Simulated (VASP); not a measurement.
Consider the following.

```yaml
crystal:
  lattice:
    - [0.00000, 2.73420, 2.73420]
    - [2.73420, 0.00000, 2.73420]
    - [2.73420, 2.73420, 0.00000]
  atoms:
    - { symbol: Si, position: [0.25000, 0.25000, 0.25000] }
    - { symbol: Si, position: [0.00000, 0.00000, 0.00000] }
```

These are modified Becke-Johnson potential (mBJ), VASP's PBE PAW potentials (set 64) (plane waves; VASP) values and carry that method's errors. Run with 400 eV cut-off, 6×6×6 Γ-centred mesh, Gaussian smearing of 0.050 eV, potentials Si.

mBJ is a potential without an energy functional, so only the levels count.

Give the energies of bands 2 to 7 at the high-symmetry points, in eV from the valence-band maximum.

```
band     Γ      X      U      L      W
----  ----  -----  -----  -----  -----
2     0.00  -7.58  -6.99  -6.64  -7.43
3     0.00  -2.67  -3.94  -1.12  -3.52
4     0.00  -2.67  -2.26  -1.12  -3.52
5     3.20   1.46   1.94   2.15   4.86
6     3.20   1.46   4.74   4.04   4.86
7     3.20  10.91   8.20   4.04   5.66
```

The gap is indirect, 1.31 eV, from the valence maximum at Γ to the conduction minimum at Γ-X at 0.80.

The structure comes from a computed database's Si entry (Fd-3m); how it stands against other phases isn't given here. It was relaxed first. The cell's shape comes from a PBE relaxation.
